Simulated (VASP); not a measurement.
# Sn2HBr3 (P3m1) in VASP: density of states with PBE

Aim: the density of states of Sn2HBr3 with PBE.

All numbers are computed with VASP 6.6.1; they aren't measurements. Logs are shortened: lines on timing, memory, paths and dates and some standing lists are left out, and cuts for length are marked.

## Step 1: The structure

It takes space group P3m1 (No. 156, trigonal). The conventional cell has a = 4.147 Å, b = 4.147 Å, c = 12.766 Å, α = 90.00°, β = 90.00°, γ = 120.00°. Around Sn (site symmetry 3m) lie 6 Br at 2.98 to 3.01 Å. Sn (site symmetry 3m) has 3 H at 2.46 Å as nearest neighbours. H (site symmetry 3m) has 3 Sn at 2.46 Å as nearest neighbours. Br (site symmetry 3m) is surrounded by 3 Sn at 2.98 Å. Around Br (site symmetry 3m) lie 3 Sn at 3.01 Å. Around Br (site symmetry 3m) lie 3 Sn at 2.97 Å and 3 H at 3.33 Å.

The cell was built by a generator and needn't be a form met in nature.

## Step 2: Density of states, PBE

POSCAR reads:

```
Sn2HBr3                                 
1.0
    4.1469967393      0.0000000000     -0.0000000000
   -2.0734983646      3.5914045190      0.0000000000
    0.0000000000     -0.0000000000     12.7664390404
  Sn              H               Br            
     2     1     3
Direct
     0.3333333300000021    0.6666666699999979    0.4372614719216035
     0.3333333300000021    0.6666666699999979    0.0120902987254721
     0.6666666699999979    0.3333333300000021    0.0554727169753278
     0.6666666699999979    0.3333333300000021    0.5767767888951341
     0.0000000000000000    1.0000000000000000    0.2941133748468264
     0.0000000000000000    1.0000000000000000    0.8742012286356394
```

INCAR.step1 reads:

```
SYSTEM = Sn2HBr3
ALGO = Fast ; EDIFF = 1E-6
ENCUT = 520 ; GGA = PE
ISIF = 2 ; ISMEAR = 0
KPAR = 4 ; LASPH = .TRUE.
LCHARG = .TRUE. ; LREAL = .FALSE.
LWAVE = .FALSE. ; NBANDS = 34
NELM = 80 ; PREC = Accurate
SIGMA = 0.1
```

KPOINTS.step1 reads:

```
k-points
0
G
  8 8 4
  0 0 0
```

INCAR.step2 reads:

```
SYSTEM = Sn2HBr3
ALGO = Fast ; EDIFF = 1E-6
ENCUT = 520 ; GGA = PE
ICHARG = 11 ; ISIF = 2
ISMEAR = -5 ; KPAR = 4
LASPH = .TRUE. ; LCHARG = .FALSE.
LORBIT = 10 ; LREAL = .FALSE.
LWAVE = .FALSE. ; NBANDS = 34
NEDOS = 1001 ; NELM = 80
PREC = Accurate ; SIGMA = 0.1
```

KPOINTS.step2 reads:

```
k-points
0
G
  12 12 6
  0 0 0
```

Potentials or basis: VASP PAW PBE potentials, release 64 (Sn_d, H, Br).

Started as:

```console
cat potpaw_PBE.64/Sn_d/POTCAR potpaw_PBE.64/H/POTCAR potpaw_PBE.64/Br/POTCAR > POTCAR
cp INCAR.step1 INCAR
cp KPOINTS.step1 KPOINTS
mpirun -np 4 vasp_std > vasp.out
cp INCAR.step2 INCAR
cp KPOINTS.step2 KPOINTS
mpirun -np 4 vasp_std > vasp.out
```

OUTCAR:

```text
SYSTEM = Sn2HBr3
   EDIFF = 1E-6
   ENCUT = 520
   GGA = PE
   ICHARG = 11
   ISIF = 2
   ISMEAR = -5
   LASPH = .TRUE.
   LORBIT = 10
   LREAL = .FALSE.
   NELM = 80
   PREC = Accurate

 ion  position               nearest neighbor table
   1  0.333  0.667  0.437-   4 2.98   4 2.98   4 2.98   5 3.01   5 3.01   5 3.01
   2  0.333  0.667  0.012-   6 2.97   6 2.97   6 2.97
   3  0.667  0.333  0.055-
   4  0.667  0.333  0.577-   1 2.98   1 2.98   1 2.98
   5  0.000  0.000  0.294-   1 3.01   1 3.01   1 3.01
   6  0.000  0.000  0.874-   2 2.97   2 2.97   2 2.97

  LATTYP: Found a hexagonal cell.
 ALAT       =     4.1469967393
 C/A-ratio  =     3.0784781959

  Lattice vectors:

 A1 = (   4.1469967393,   0.0000000000,   0.0000000000)
 A2 = (  -2.0734983646,   3.5914045190,   0.0000000000)
 A3 = (   0.0000000000,   0.0000000000,  12.7664390404)

Analysis of symmetry for initial positions (statically):
=====================================================================
 Subroutine PRICEL returns:
 Original cell was already a primitive cell.

 Routine SETGRP: Setting up the symmetry group for a
 hexagonal supercell.

 Subroutine GETGRP returns: Found  6 space group operations
 (whereof  6 operations were pure point group operations)
 out of a pool of 24 trial point group operations.

The static configuration has the point symmetry C_3v.

Analysis of symmetry for dynamics (positions and initial velocities):
=====================================================================
 Subroutine PRICEL returns:
 Original cell was already a primitive cell.

 Routine SETGRP: Setting up the symmetry group for a
 hexagonal supercell.

 Subroutine GETGRP returns: Found  6 space group operations
 (whereof  6 operations were pure point group operations)
 out of a pool of 24 trial point group operations.

The dynamic configuration has the point symmetry C_3v.

 Subroutine INISYM returns: Found  6 space group operations
 (whereof  6 operations are pure point group operations),
 and found     1 'primitive' translations

----------------------------------------------------------------------------------------

                                     Primitive cell

  volume of cell :     190.1375

  direct lattice vectors                    reciprocal lattice vectors
     4.146996739  0.000000000  0.000000000     0.241138362  0.139221298  0.000000000
    -2.073498365  3.591404519  0.000000000     0.000000000  0.278442597  0.000000000
     0.000000000  0.000000000 12.766439040     0.000000000  0.000000000  0.078330378

  length of vectors
     4.146996739  4.146996731 12.766439040     0.278442596  0.278442597  0.078330378

  position of ions in fractional coordinates (direct lattice)
     0.333333330  0.666666670  0.437261472
     0.333333330  0.666666670  0.012090299
     0.666666670  0.333333330  0.055472717
     0.666666670  0.333333330  0.576776789
     0.000000000  0.000000000  0.294113375
     0.000000000  0.000000000  0.874201229

  ion indices of the primitive-cell ions
   primitive index   ion index
                 1           1
                 2           2
                 3           3
                 4           4
                 5           5
                 6           6

----------------------------------------------------------------------------------------

 KPOINTS: k-points

Automatic generation of k-mesh.
 Grid dimensions read from file:
 generate k-points for:   12   12    6

 Generating k-lattice:

  Cartesian coordinates                     Fractional coordinates (reciprocal lattice)
     0.020094863  0.011601775  0.000000000     0.083333333  0.000000000  0.000000000
     0.000000000  0.023203550  0.000000000     0.000000000  0.083333333  0.000000000
     0.000000000  0.000000000  0.013055063     0.000000000  0.000000000  0.166666667

  Length of vectors
     0.023203550  0.023203550  0.013055063

  Shift w.r.t. Gamma in fractional coordinates (k-lattice)
     0.000000000  0.000000000  0.000000000

 TETIRR: Found   1229 inequivalent tetrahedra from     5184

 Subroutine IBZKPT returns following result:
 ===========================================

 Found    100 irreducible k-points:

 Following reciprocal coordinates:
            Coordinates               Weight
  0.000000  0.000000  0.000000      1.000000
  0.083333 -0.000000  0.000000      6.000000
  0.166667 -0.000000  0.000000      6.000000
  0.250000 -0.000000  0.000000      6.000000
  0.333333  0.000000  0.000000      6.000000
  0.416667 -0.000000  0.000000      6.000000
[... 16 lines left out ...]
  0.166667 -0.000000  0.166667      6.000000
  0.000000  0.166667  0.166667      6.000000
 [... further k-points ...]
   k-points           NKPTS =    100   k-points in BZ     NKDIM =    100   number of bands    NBANDS=     34
   number of dos      NEDOS =   1001   number of ions     NIONS =      6
   total plane-waves  NPLWV =  98304
   dimension x,y,z NGX =    32 NGY =   32 NGZ =   96
   dimension x,y,z NGXF=    64 NGYF=   64 NGZF=  192
   ions per type =               2   1   3
   NGX,Y,Z   is equivalent  to a cutoff of  12.83, 12.83, 12.50 a.u.
   NGXF,Y,Z  is equivalent  to a cutoff of  25.66, 25.66, 25.00 a.u.
 SYSTEM =  Sn2HBr3
   PREC   = accura    normal or accurate (medium, high low for compatibility)
   ISTART =      0    job   : 0-new  1-cont  2-samecut
   ICHARG =     11    charge: 1-file 2-atom 10-const
   ISPIN  =      1    spin polarized calculation?
   LNONCOLLINEAR =      F non collinear calculations
   LSORBIT =      F    spin-orbit coupling
   LASPH  =      T    aspherical Exc in radial PAW
   ENCUT  =  520.0 eV  38.22 Ry    6.18 a.u.   7.71  7.71 23.74*2*pi/ulx,y,z
   NELM   =     80;   NELMIN=  2; NELMDL=  0     # of ELM steps
   EDIFF  = 0.1E-05   stopping-criterion for ELM
   LREAL  =      F    real-space projection
   EDIFFG = 0.1E-04   stopping-criterion for IOM
   NSW    =      0    number of steps for IOM
   IBRION =     -1    ionic relax: 0-MD 1-quasi-New 2-CG
   NFREE  =      0    steps in history (QN), initial steepest desc. (CG)
   ISIF   =      2    stress and relaxation
   ISYM   =      2    0-nonsym 1-usesym 2-fastsym
   POTIM  = 0.5000    time-step for ionic-motion
   TEBEG  =    0.0;   TEEND  =   0.0 temperature during run
   PSTRESS=    0.0 pullay stress
   NELECT =      50.0000    total number of electrons
   NUPDOWN=      -1.0000    fix difference up-down
   EMIN   =  10.00;   EMAX   =-10.00  energy-range for DOS
   EFERMI =   0.00;   METHOD = LEGACY
   ISMEAR =    -5;   SIGMA  =   0.10  broadening in eV -4-tet -1-fermi 0-gaus
   EFERMI_NEDOS =   21; number of points for ismear=-14 and -15
   IALGO  =     68    algorithm
   IMIX   =      4    mixing-type and parameters
     AMIX     =   0.40;   BMIX     =  1.00
     AMIX_MAG =   1.60;   BMIX_MAG =  1.00
  volume/ion in A,a.u.               =      31.69       213.85
  Fermi-wavevector in a.u.,A,eV,Ry     =   1.048839  1.982019 14.967274  1.100064
  Thomas-Fermi vector in A             =   2.183777
   LORBIT       =     10    0 simple, 1 ext, 2 COOP (PROOUT), +10 PAW based schemes
   GGA     = PE    functional components
   LHFCALC =     F    Hartree Fock is set to
   AEXX    =    0.0000 exact exchange contribution
   IVDW    =     0    specifies the selected vdW correction
   LEPSILON=     F    determine dielectric tensor
   LRPA    =     F    only Hartree local field effects (RPA)
 non-spin polarized calculation
 RMM-DIIS sequential band-by-band and
 Fermi weights with tetrahedron method with Bloechl corrections
  energy-cutoff  :      520.00
  volume of cell :      190.14
 maximum number of plane-waves:      5154
 NGX is ok and might be reduce to    32

 number of electron      49.9999996 magnetization

 Free energy of the ion-electron system (eV)
  ---------------------------------------------------
  ext. energy  EPLUGINS =         0.00000000
  ---------------------------------------------------
  free energy    TOTEN  =       -18.45685960 eV

  energy without entropy =      -18.45685960  energy(sigma->0) =      -18.45685960

 E-fermi :   2.8887     XC(G=0):  -7.8853

 val. band max:        2.8670544692   @ k =   0.0000   0.0000   0.5000
 cond. band min:       3.2681226224   @ k =   0.0000   0.0000   0.5000
 fundamental gap:      0.4010681532
 Fermi energy:         2.8887435039

 k-point     1 :       0.0000    0.0000    0.0000
  band No.  band energies     occupation
      1     -19.9460      2.00000
      2     -19.9460      2.00000
      3     -19.9277      2.00000
      4     -19.9231      2.00000
      5     -19.9231      2.00000
      6     -19.0657      2.00000
[... 26 lines left out ...]
     33       8.3201      0.00000
     34       8.9286      0.00000

 k-point     2 :       0.0833   -0.0000    0.0000
  band No.  band energies     occupation
      1     -19.9465      2.00000
      2     -19.9448      2.00000
      3     -19.9271      2.00000
      4     -19.9242      2.00000
      5     -19.9233      2.00000
      6     -19.0651      2.00000
[... 26 lines left out ...]
     33       8.4104      0.00000
     34       8.8188      0.00000

 k-point     3 :       0.1667   -0.0000    0.0000
  band No.  band energies     occupation
      1     -19.9481      2.00000
      2     -19.9414      2.00000
      3     -19.9269      2.00000
      4     -19.9251      2.00000
      5     -19.9237      2.00000
      6     -19.0632      2.00000
[... 26 lines left out ...]
     33       8.6339      0.00000
     34       9.0259      0.00000

 k-point     4 :       0.2500   -0.0000    0.0000
  band No.  band energies     occupation
      1     -19.9508      2.00000
      2     -19.9369      2.00000
      3     -19.9303      2.00000
      4     -19.9243      2.00000
      5     -19.9222      2.00000
      6     -19.0608      2.00000
[... 26 lines left out ...]
     33       8.3654      0.00000
     34       8.6855      0.00000

 k-point     5 :       0.3333    0.0000    0.0000
  band No.  band energies     occupation
      1     -19.9541      2.00000
      2     -19.9332      2.00000
      3     -19.9325      2.00000
      4     -19.9247      2.00000
      5     -19.9192      2.00000
      6     -19.0588      2.00000
[... 621 lines left out ...]
 k-point    22 :       0.0000    0.0833    0.1667
  band No.  band energies     occupation
      1     -19.9465      2.00000
      2     -19.9448      2.00000
      3     -19.9271      2.00000
      4     -19.9242      2.00000
      5     -19.9233      2.00000
      6     -19.0651      2.00000
[... 26 lines left out ...]
     33       8.3508      0.00000
     34       8.8886      0.00000

 k-point    23 :       0.1667   -0.0000    0.1667
  band No.  band energies     occupation
      1     -19.9481      2.00000
      2     -19.9414      2.00000
      3     -19.9269      2.00000
      4     -19.9251      2.00000
      5     -19.9237      2.00000
      6     -19.0632      2.00000
[... 26 lines left out ...]
     33       8.3873      0.00000
     34       8.6359      0.00000

 k-point    24 :       0.0000    0.1667    0.1667
  band No.  band energies     occupation
      1     -19.9481      2.00000
      2     -19.9414      2.00000
      3     -19.9269      2.00000
      4     -19.9251      2.00000
      5     -19.9237      2.00000
      6     -19.0632      2.00000
[... 26 lines left out ...]
     33       8.2548      0.00000
     34       8.6615      0.00000

 [... further k-points ...]
[... 5 lines left out ...]
  --------------------------------------------------------------------------------------
  -------------------------------------------------------------------------------------
  Total       -0.0212897     -0.0212897     -0.0201760     -0.0000000      0.0000000      0.0000000
  in kB       -0.1793954     -0.1793954     -0.1700115     -0.0000000      0.0000000      0.0000000
  external PRESSURE =      -0.1762674 kB  Pullay stress =       0.0000000 kB

 VOLUME and BASIS-vectors are now :
 -----------------------------------------------------------------------------
  energy-cutoff  :      520.00
  volume of cell :      190.14
      direct lattice vectors                 reciprocal lattice vectors
     4.146996739  0.000000000  0.000000000     0.241138362  0.139221298  0.000000000
    -2.073498365  3.591404519  0.000000000     0.000000000  0.278442597  0.000000000
     0.000000000  0.000000000 12.766439040     0.000000000  0.000000000  0.078330378

 POSITION                                       TOTAL-FORCE (eV/Angst)
 -----------------------------------------------------------------------------------
     -0.00000      2.39427      5.58227         0.000000      0.000000      0.002899
     -0.00000      2.39427      0.15435        -0.000000      0.000000     -0.006676
      2.07350      1.19713      0.70819         0.000000     -0.000000      0.003974
      2.07350      1.19713      7.36339         0.000000     -0.000000     -0.004498
      0.00000      0.00000      3.75478         0.000000     -0.000000      0.002627
      0.00000      0.00000     11.16044         0.000000     -0.000000      0.001673
 -----------------------------------------------------------------------------------
    total drift:                                0.009365     -0.005407     -0.000100

  FREE ENERGIE OF THE ION-ELECTRON SYSTEM (eV)
  ---------------------------------------------------
  free  energy   TOTEN  =       -18.4568595984 eV

  energy  without entropy=      -18.4568595984  energy(sigma->0) =      -18.45685960

 total charge

# of ion       s       p       d       tot
------------------------------------------
    1        1.469   0.532   9.989  11.990
    2        1.413   0.569   9.979  11.961
    3        0.465   0.003   0.000   0.469
    4        1.621   3.200   0.013   4.834
    5        1.620   3.206   0.012   4.838
    6        1.620   3.200   0.013   4.834
--------------------------------------------------
tot          8.209  10.711  20.006  38.926
```

Run time: 2.2 min. Hardware: 4 MPI ranks of AMD EPYC 9R14 (Zen 4), shared host; peak memory 0.64 GiB.

What came out:

```
Valence electrons inside the program's atomic spheres : Sn 11.99, 11.96; H 0.47; Br 4.83, 4.84
```

States per cell in windows of 1 eV (zero at the valence-band top; states under -8 eV left out):
```tsv
from (eV)	total	Br6_p	Br4_p	Br5_p	Sn1_p	Sn2_p	Sn2_s
-8.0	1.98	0.15	0.00	0.00	0.00	0.01	0.96
-7.0	0.00	0.00	0.00	0.00	0.00	0.00	0.00
-6.0	1.98	0.01	0.40	0.40	0.19	0.00	0.00
-5.0	5.78	0.53	1.04	1.05	0.28	0.17	0.03
-4.0	7.33	1.56	1.19	1.21	0.04	0.20	0.11
-3.0	4.08	0.82	0.51	0.49	0.01	0.10	0.11
-2.0	0.75	0.14	0.00	0.01	0.00	0.05	0.10
-1.0	0.38	0.04	0.00	0.00	0.00	0.04	0.07
0.0	1.42	0.03	0.10	0.08	0.35	0.06	0.01
1.0	4.79	0.19	0.23	0.23	1.08	0.64	0.02
2.0	4.06	0.19	0.19	0.21	0.81	0.85	0.02
3.0	0.96	0.02	0.01	0.00	0.00	0.22	0.01
4.0	2.40	0.06	0.02	0.02	0.03	0.34	0.01
5.0	3.40	0.07	0.06	0.07	0.04	0.08	0.01
6.0	1.30	0.05	0.05	0.02	0.02	0.03	0.00
7.0	0.00	0.00	0.00	0.00	0.00	0.00	0.00
```

Caveat: this functional lacks dispersion, which binds the layers, so the pressure and a relaxed spacing across them are unreliable.
